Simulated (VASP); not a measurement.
# CoSi2 under pressure and tension

How does CoSi2 change with the volume? The starting structure is a measured crystal structure from the Crystallography Open Database. All runs use LDA. The equilibrium cell comes from relaxations that aren't shown. At each volume, shape and positions are relaxed as far as symmetry leaves them free.

Main program and level: VASP 6.6.1; Kohn-Sham DFT with plane waves and PAW; LDA.

## 1. The structure

The structure is cubic, space group Fm-3m (No. 225). The conventional cell has a = 5.365 Å, b = 5.365 Å, c = 5.365 Å, α = 90.00°, β = 90.00°, γ = 90.00°. Nearest to Co lie 8 Si at 2.32 Å. Nearest to Si lie 4 Co at 2.32 Å. Farther neighbours are not listed.

## 2. Relaxation at the equilibrium volume

File INCAR:

```
SYSTEM = CoSi2
PREC = Accurate
ENCUT = 500
EDIFF = 1E-07
NELM = 100
ISMEAR = 0
SIGMA = 0.05
LREAL = .FALSE.
ALGO = Normal
GGA = CA
NBANDS = 16
ISPIN = 2
MAGMOM = 0 0 0
LASPH = .TRUE.
LMAXMIX = 4
LORBIT = 11
LWAVE = .FALSE.
LCHARG = .FALSE.
KPAR = 4
IBRION = 2
NSW = 50
ISIF = 4
EDIFFG = -0.003
```

File POSCAR:

```
CoSi2
1.0
    0.0000000000      2.6377471645      2.6377471645
    2.6377471645      0.0000000000      2.6377471645
    2.6377471645      2.6377471645      0.0000000000
Co Si
1 2
Direct
    0.0000000000      0.0000000000      0.0000000000
    0.2500000000      0.2500000000      0.2500000000
    0.7500000000      0.7500000000      0.7500000000
```

File KPOINTS:

```
Automatic mesh
0
Gamma
12 12 12
0 0 0
```

Potentials, in the order of the species: Co and Si (LDA family, release 64).

Run with:

```bash
> mpirun -np 4 vasp_std
```

What it wrote:

```text
[banner, memory and clock lines left out]
running    4 mpi-ranks, on    1 nodes
 distrk:  each k-point on    1 cores,    4 groups
 distr:  one band on    1 cores,    1 groups

 POSCAR found type information on POSCAR CoSi
 POSCAR found :  2 types and       3 ions
 LDA part: xc-table for (Slater(with rela. corr.)+CA(PZ))
 , standard interpolation
 POSCAR, INCAR and KPOINTS ok, starting setup
 FFT: planning ... GRIDC
 FFT: planning ... GRID_SOFT
 FFT: planning ... GRID
 WAVECAR not read
 entering main loop
       N       E                     dE             d eps       ncg     rms          rms(c)
DAV:   1     0.579365058971E+02    0.57937E+02   -0.66957E+03  4624   0.998E+02
DAV:   2    -0.201916944455E+02   -0.78128E+02   -0.69517E+02  5216   0.201E+02
DAV:   3    -0.232980729002E+02   -0.31064E+01   -0.30617E+01  6040   0.448E+01
DAV:   4    -0.233539754004E+02   -0.55903E-01   -0.55878E-01  5512   0.582E+00
DAV:   5    -0.233558029888E+02   -0.18276E-02   -0.18275E-02  6048   0.108E+00    0.148E+01
DAV:   6    -0.260487049608E+02   -0.26929E+01   -0.20861E+01  4912   0.977E+01    0.159E+01
DAV:   7    -0.220052399236E+02    0.40435E+01   -0.96770E+00  5824   0.771E+01    0.374E+00
DAV:   8    -0.219629743342E+02    0.42266E-01   -0.57881E-01  5032   0.448E+00    0.181E+00
DAV:   9    -0.219312914400E+02    0.31683E-01   -0.81049E-02  5880   0.560E+00    0.496E-01
DAV:  10    -0.219311752925E+02    0.11615E-03   -0.64876E-03  6352   0.121E+00    0.156E-01
DAV:  11    -0.219309659626E+02    0.20933E-03   -0.85656E-04  5856   0.551E-01    0.351E-02
DAV:  12    -0.219309677158E+02   -0.17532E-05   -0.42664E-05  5808   0.515E-02    0.149E-02
DAV:  13    -0.219309668673E+02    0.84856E-06   -0.37891E-06  7040   0.322E-02    0.627E-03
DAV:  14    -0.219309669420E+02   -0.74729E-07   -0.35915E-07  4616   0.547E-03
   1 F= -.21930967E+02 E0= -.21930364E+02  d E =-.219310E+02  mag=     0.0000
 curvature:   0.00 expect dE= 0.000E+00 dE for cont linesearch  0.000E+00
 trial: gam= 0.00000 g(F)=  0.227E-45 g(S)=  0.168E-33 ort = 0.000E+00 (trialstep = 0.100E+01)
 search vector abs. value=  0.100E-09
 reached required accuracy - stopping structural energy minimisation
```

Wall time 16 s (4 MPI ranks of Intel Xeon 6975P-C (Granite Rapids), shared host); peak memory 0.71 GiB; 62 s of CPU time.

Lines that name or quote the potential files are left out of all logs, and their timing lines are given in words.

OUTCAR, selected parts (step 2):

```text
ion  position               nearest neighbor table
   1  0.000  0.000  0.000-   3 2.28   3 2.28   3 2.28   2 2.28   3 2.28   2 2.28   2 2.28   2 2.28

  LATTYP: Found a face centered cubic cell.
 ALAT       =     5.2754943290

 Subroutine GETGRP returns: Found 48 space group operations
 (whereof 48 operations were pure point group operations)

The static configuration has the point symmetry O_h .

 Found     72 irreducible k-points:

   k-points           NKPTS =     72   k-points in BZ     NKDIM =     72   number of bands    NBANDS=     16

   dimension x,y,z NGX =    28 NGY =   28 NGZ =   28
   dimension x,y,z NGXF=    56 NGYF=   56 NGZF=   56

   ENCUT  =  500.0 eV  36.75 Ry    6.06 a.u.   6.80  6.80  6.80*2*pi/ulx,y,z

   NELECT =      17.0000    total number of electrons

 k-points in reciprocal lattice and weights: Automatic mesh
   0.00000000  0.00000000  0.00000000       0.001
   0.08333333  0.00000000  0.00000000       0.005
   0.16666667  0.00000000  0.00000000       0.005
   0.25000000  0.00000000  0.00000000       0.005
   0.33333333  0.00000000  0.00000000       0.005
   0.41666667  0.00000000  0.00000000       0.005
   0.50000000  0.00000000  0.00000000       0.002
   0.08333333  0.08333333  0.00000000       0.003
   0.16666667  0.08333333  0.00000000       0.014
[...]
-0.33333333  0.50000000  0.16666667       0.007
  -0.25000000  0.50000000  0.25000000       0.003

 average (electrostatic) potential at core
       1 -77.4926       2 -80.3610       3 -80.3610

 E-fermi :  10.6102

 spin component 1
 k-point     1 :       0.0000    0.0000    0.0000
  band No.  band energies     occupation
    ...
      2       6.3217      1.00000
      3       6.3217      1.00000
      4       6.3217      1.00000
      5       8.5563      1.00000
      6       8.5563      1.00000
      7      11.7489      0.00000
      8      14.1044      0.00000
      9      14.1044      0.00000
     10      14.1044      0.00000
     11      14.2173      0.00000
    ...

 k-point     2 :       0.0833    0.0000    0.0000
  band No.  band energies     occupation
    ...
      2       6.0773      1.00000
      3       6.3608      1.00000
      4       6.3608      1.00000
      5       8.5231      1.00000
      6       8.5231      1.00000
      7      11.7555      0.00000
      8      12.7352      0.00000
      9      13.3886      0.00000
     10      13.3886      0.00000
     11      14.9752      0.00000
    ...

 k-point     3 :       0.1667    0.0000    0.0000
  band No.  band energies     occupation
    ...
      2       5.4132      1.00000
      3       6.4678      1.00000
      4       6.4678      1.00000
      5       8.4509      1.00000
      6       8.4509      1.00000
      7      10.8049      0.00000
      8      12.6381      0.00000
      9      12.6381      0.00000
     10      12.6952      0.00000
     11      15.1362      0.00000
    ...

 k-point     4 :       0.2500    0.0000    0.0000
  band No.  band energies     occupation
    ...
      3       6.6093      1.00000
      4       6.6093      1.00000
      5       8.4112      1.00000
      6       8.4112      1.00000
      7       9.6888      1.00000
      8      11.8661      0.00000
      9      11.8661      0.00000
     10      13.1444      0.00000
     11      14.6952      0.00000
     12      14.6952      0.00000
    ...

 k-point     5 :       0.3333    0.0000    0.0000
  band No.  band energies     occupation
    ...
      3       6.7325      1.00000
      4       6.7325      1.00000
      5       8.4864      1.00000
      6       8.4864      1.00000
      7       8.8990      1.00000
      8      11.1062      0.00000
      9      11.1062      0.00000
     10      13.4019      0.00000
     11      14.3932      0.00000
     12      14.3932      0.00000
    ...

 k-point     6 :       0.4167    0.0000    0.0000
  band No.  band energies     occupation
    ...
      5       8.4472      1.00000
      6       8.6936      1.00000
      7       8.6936      1.00000
      8      10.4592      0.99999
      9      10.4592      0.99999
     10      13.4266      0.00000
     11      14.2341      0.00000
     12      14.2341      0.00000
     13      15.2719      0.00000
     14      20.2317      0.00000
    ...

  Total       -0.0054042     -0.0054042     -0.0054042      0.0000000      0.0000000      0.0000000
  in kB       -0.2358927     -0.2358927     -0.2358927      0.0000000      0.0000000      0.0000000
  external PRESSURE =      -0.2358927 kB  Pullay stress =       0.0000000 kB

  energy-cutoff  :      500.00
  volume of cell :       36.71
      direct lattice vectors                 reciprocal lattice vectors
     0.000000000  2.637747164  2.637747164    -0.189555696  0.189555696  0.189555696
     2.637747164  0.000000000  2.637747164     0.189555696 -0.189555696  0.189555696
     2.637747164  2.637747164  0.000000000     0.189555696  0.189555696 -0.189555696

 POSITION                                       TOTAL-FORCE (eV/Angst)
 -----------------------------------------------------------------------------------
      0.00000      0.00000      0.00000         0.000000     -0.000000      0.000000
      1.31887      1.31887      1.31887        -0.000000     -0.000000     -0.000000
      3.95662      3.95662      3.95662         0.000000      0.000000      0.000000
 -----------------------------------------------------------------------------------
    total drift:                               -0.000000     -0.000000      0.000000

  FREE ENERGIE OF THE ION-ELECTRON SYSTEM (eV)
  ---------------------------------------------------
  free  energy   TOTEN  =       -21.9309669420 eV

  energy  without entropy=      -21.9297604459  energy(sigma->0) =      -21.93036369

 reached required accuracy - stopping structural energy minimisation

 total charge
# of ion       s       p       d       tot
------------------------------------------
    1        0.568   0.772   7.667   9.008
    2        0.723   0.909   0.000   1.632
    3        0.723   0.909   0.000   1.632
--------------------------------------------------
tot          2.015   2.590   7.667  12.272

 magnetization (x)
# of ion       s       p       d       tot
------------------------------------------
    1        0.000   0.000   0.000   0.000
    2       -0.000  -0.000   0.000  -0.000
    3       -0.000  -0.000   0.000  -0.000
--------------------------------------------------
tot         -0.000  -0.000   0.000   0.000

[... 1 further part left out ...]
```

CONTCAR:

```
CoSi2
   1.00000000000000
     0.0000000000000000    2.6377471644999999    2.6377471644999999
     2.6377471644999999    0.0000000000000000    2.6377471644999999
     2.6377471644999999    2.6377471644999999    0.0000000000000000
  Co              Si
     1     2
Direct
     0.0000000000000000    0.0000000000000000    0.0000000000000000
     0.2500000000000000    0.2500000000000000    0.2500000000000000
     0.7500000000000000    0.7500000000000000    0.7500000000000000
```

This run allows spin, but its moments start at zero, where symmetry between the spins tends to hold them, although Co can carry a moment. Its electron count is odd, so without a moment it is a metal by construction. The run keeps the 48 symmetry operations of its start, so it cannot find a distortion of lower symmetry.

The equilibrium volume: 12.235 Å³ an atom and a pressure of -0.02 GPa. Further runs on this cell, not shown, give the modes T1u 351.6, T2g 341.0 cm⁻¹.

## 3. Relaxation at 0.96 of the equilibrium volume

INCAR is that of step 2.

File POSCAR:

```
CoSi2
1.0
    0.0000000000      2.6020975624      2.6020975624
    2.6020975624      0.0000000000      2.6020975624
    2.6020975624      2.6020975624      0.0000000000
Co Si
1 2
Direct
    0.0000000000      0.0000000000      0.0000000000
    0.2500000000      0.2500000000      0.2500000000
    0.7500000000      0.7500000000      0.7500000000
```

KPOINTS is that of step 2.

Run with:

```bash
> mpirun -np 4 vasp_std
```

What it wrote:

```text
[... set-up lines as in an earlier step ...]
 entering main loop
       N       E                     dE             d eps       ncg     rms          rms(c)
DAV:   1     0.581995440361E+02    0.58200E+02   -0.66373E+03  4640   0.999E+02
DAV:   2    -0.200573713547E+02   -0.78257E+02   -0.69695E+02  5104   0.205E+02
DAV:   3    -0.232495411701E+02   -0.31922E+01   -0.31397E+01  6144   0.457E+01
DAV:   4    -0.233067732100E+02   -0.57232E-01   -0.57206E-01  5488   0.586E+00
[...]
DAV:  12    -0.218899943742E+02   -0.72394E-05   -0.84273E-05  5616   0.628E-02    0.185E-02
DAV:  13    -0.218899922417E+02    0.21324E-05   -0.58366E-06  6992   0.397E-02    0.618E-03
DAV:  14    -0.218899922845E+02   -0.42804E-07   -0.84481E-07  6832   0.118E-02
   1 F= -.21889992E+02 E0= -.21889446E+02  d E =-.218900E+02  mag=     0.0000
[...]
reached required accuracy - stopping structural energy minimisation
```

Elapsed: 18 s, on 4 MPI ranks; peak memory 0.72 GiB.

Parts of OUTCAR (step 3):

```text
  Total        2.0077221      2.0077221      2.0077221      0.0000000      0.0000000     -0.0000000
  in kB       91.2879529     91.2879529     91.2879529      0.0000000      0.0000000     -0.0000000
  external PRESSURE =      91.2879529 kB  Pullay stress =       0.0000000 kB

 POSITION                                       TOTAL-FORCE (eV/Angst)
 -----------------------------------------------------------------------------------
      0.00000      0.00000      0.00000        -0.000000     -0.000000     -0.000000
      1.30105      1.30105      1.30105        -0.000000     -0.000000     -0.000000
      3.90315      3.90315      3.90315         0.000000      0.000000      0.000000
 -----------------------------------------------------------------------------------
    total drift:                               -0.000000     -0.000000      0.000000

  FREE ENERGIE OF THE ION-ELECTRON SYSTEM (eV)
  ---------------------------------------------------
  free  energy   TOTEN  =       -21.8899922845 eV

  energy  without entropy=      -21.8889005643  energy(sigma->0) =      -21.88944642

 magnetization (x)
# of ion       s       p       d       tot
------------------------------------------
    1       -0.000  -0.000  -0.000  -0.000
    2       -0.000   0.000   0.000  -0.000
    3       -0.000   0.000   0.000  -0.000
--------------------------------------------------
tot         -0.000  -0.000  -0.000  -0.000

[... 2 parts as in an earlier step ...]

[... 2 further parts left out ...]
[key lines of the parts left out:]
E-fermi :  11.2002
```

0.96 of the equilibrium volume: 11.746 Å³ an atom and a pressure of 9.13 GPa. Further runs on this cell, not shown, give the modes T1u 380.0, T2g 367.6 cm⁻¹.

## 4. Relaxation at 1.04 of the equilibrium volume

INCAR is that of step 3.

File POSCAR:

```
CoSi2
1.0
    0.0000000000      2.6724583446      2.6724583446
    2.6724583446      0.0000000000      2.6724583446
    2.6724583446      2.6724583446      0.0000000000
Co Si
1 2
Direct
    0.0000000000      0.0000000000      0.0000000000
    0.2500000000      0.2500000000      0.2500000000
    0.7500000000      0.7500000000      0.7500000000
```

KPOINTS is that of step 3.

Run with:

```bash
> mpirun -np 4 vasp_std
```

What it wrote:

```text
[... set-up lines as in an earlier step ...]
 entering main loop
       N       E                     dE             d eps       ncg     rms          rms(c)
DAV:   1     0.566724760513E+02    0.56672E+02   -0.65695E+03  4632   0.989E+02
DAV:   2    -0.202091962090E+02   -0.76882E+02   -0.68627E+02  5160   0.199E+02
DAV:   3    -0.232695212036E+02   -0.30603E+01   -0.30128E+01  6096   0.446E+01
DAV:   4    -0.233247932472E+02   -0.55272E-01   -0.55226E-01  5464   0.573E+00
[...]
DAV:  12    -0.218968228472E+02   -0.12559E-05   -0.14957E-05  6192   0.424E-02    0.122E-02
DAV:  13    -0.218968221383E+02    0.70883E-06   -0.16434E-06  7272   0.163E-02    0.651E-03
DAV:  14    -0.218968221463E+02   -0.79942E-08   -0.15125E-07  3304   0.498E-03
   1 F= -.21896822E+02 E0= -.21896162E+02  d E =-.218968E+02  mag=    -0.0000
[...]
reached required accuracy - stopping structural energy minimisation
```

Wall time 18 s (4 MPI ranks); peak memory 0.72 GiB.

Parts of OUTCAR (step 4):

```text
  Total       -1.7431598     -1.7431598     -1.7431598      0.0000000      0.0000000     -0.0000000
  in kB      -73.1618971    -73.1618971    -73.1618971      0.0000000      0.0000000     -0.0000000
  external PRESSURE =     -73.1618971 kB  Pullay stress =       0.0000000 kB

 POSITION                                       TOTAL-FORCE (eV/Angst)
 -----------------------------------------------------------------------------------
      0.00000      0.00000      0.00000         0.000000     -0.000000      0.000000
      1.33623      1.33623      1.33623         0.000000      0.000000     -0.000000
      4.00869      4.00869      4.00869        -0.000000     -0.000000     -0.000000
 -----------------------------------------------------------------------------------
    total drift:                               -0.000000     -0.000000      0.000000

  FREE ENERGIE OF THE ION-ELECTRON SYSTEM (eV)
  ---------------------------------------------------
  free  energy   TOTEN  =       -21.8968221463 eV

  energy  without entropy=      -21.8955023938  energy(sigma->0) =      -21.89616227

 magnetization (x)
# of ion       s       p       d       tot
------------------------------------------
    1        0.000   0.000  -0.000  -0.000
    2        0.000   0.000   0.000   0.000
    3        0.000   0.000   0.000   0.000
--------------------------------------------------
tot          0.000   0.000  -0.000  -0.000

[... 2 parts as in an earlier step ...]

[... 2 further parts left out ...]
[key lines of the parts left out:]
E-fermi :  10.0644
```

1.04 of the equilibrium volume: 12.725 Å³ an atom and a pressure of -7.32 GPa. Further runs on this cell, not shown, give the modes T1u 324.4, T2g 316.5 cm⁻¹.

## 5. Relaxation at 0.92 of the equilibrium volume

INCAR is that of step 4.

File POSCAR:

```
CoSi2
1.0
    0.0000000000      2.5654434186      2.5654434186
    2.5654434186      0.0000000000      2.5654434186
    2.5654434186      2.5654434186      0.0000000000
Co Si
1 2
Direct
    0.0000000000      0.0000000000      0.0000000000
    0.2500000000      0.2500000000      0.2500000000
    0.7500000000      0.7500000000      0.7500000000
```

KPOINTS is that of step 4.

Run with:

```bash
> mpirun -np 4 vasp_std
```

What it wrote:

```text
[... set-up lines as in an earlier step ...]
 entering main loop
       N       E                     dE             d eps       ncg     rms          rms(c)
DAV:   1     0.599928614038E+02    0.59993E+02   -0.67058E+03  4624   0.101E+03
DAV:   2    -0.198857353629E+02   -0.79879E+02   -0.70968E+02  5200   0.207E+02
DAV:   3    -0.231081850707E+02   -0.32224E+01   -0.31627E+01  5984   0.460E+01
DAV:   4    -0.231649928048E+02   -0.56808E-01   -0.56772E-01  5552   0.587E+00
[...]
DAV:  12    -0.217554804365E+02   -0.22528E-05   -0.47202E-05  5496   0.489E-02    0.172E-02
DAV:  13    -0.217554794691E+02    0.96739E-06   -0.27147E-06  7104   0.251E-02    0.640E-03
DAV:  14    -0.217554794126E+02    0.56500E-07   -0.46481E-07  5200   0.109E-02
   1 F= -.21755479E+02 E0= -.21754971E+02  d E =-.217555E+02  mag=     0.0000
[...]
reached required accuracy - stopping structural energy minimisation
```

Run time: 11 s. Hardware: 4 MPI ranks; peak memory 0.72 GiB; 41 s of CPU time.

OUTCAR, selected parts (step 5):

```text
  Total        4.3267380      4.3267380      4.3267380     -0.0000000     -0.0000000      0.0000000
  in kB      205.2834159    205.2834159    205.2834159     -0.0000000     -0.0000000      0.0000000
  external PRESSURE =     205.2834159 kB  Pullay stress =       0.0000000 kB

 POSITION                                       TOTAL-FORCE (eV/Angst)
 -----------------------------------------------------------------------------------
      0.00000      0.00000      0.00000         0.000000     -0.000000     -0.000000
      1.28272      1.28272      1.28272        -0.000000     -0.000000     -0.000000
      3.84817      3.84817      3.84817         0.000000      0.000000      0.000000
 -----------------------------------------------------------------------------------
    total drift:                               -0.000000     -0.000000      0.000000

  FREE ENERGIE OF THE ION-ELECTRON SYSTEM (eV)
  ---------------------------------------------------
  free  energy   TOTEN  =       -21.7554794126 eV

  energy  without entropy=      -21.7544623257  energy(sigma->0) =      -21.75497087

[... 3 parts as in an earlier step ...]

[... 2 further parts left out ...]
[key lines of the parts left out:]
E-fermi :  11.8405
```

0.92 of the equilibrium volume: 11.256 Å³ an atom and a pressure of 20.53 GPa. Further runs on this cell, not shown, give the modes T1u 410.1, T2g 396.3 cm⁻¹.

(Part 1 of 2 ends here.)

[Lines on the potential files, build, host, timing and source positions are cut from VASP's logs without a mark.]

[Logs are printed without paths, hosts, clocks, repeated set-up lines and the standing remarks that a program may print on its own settings, such as how far it seeks lower states.]

[Hosts, paths, dates, database ids (printed as entryN), source tags and the programs' standing remarks are cut or masked in the printed files.]
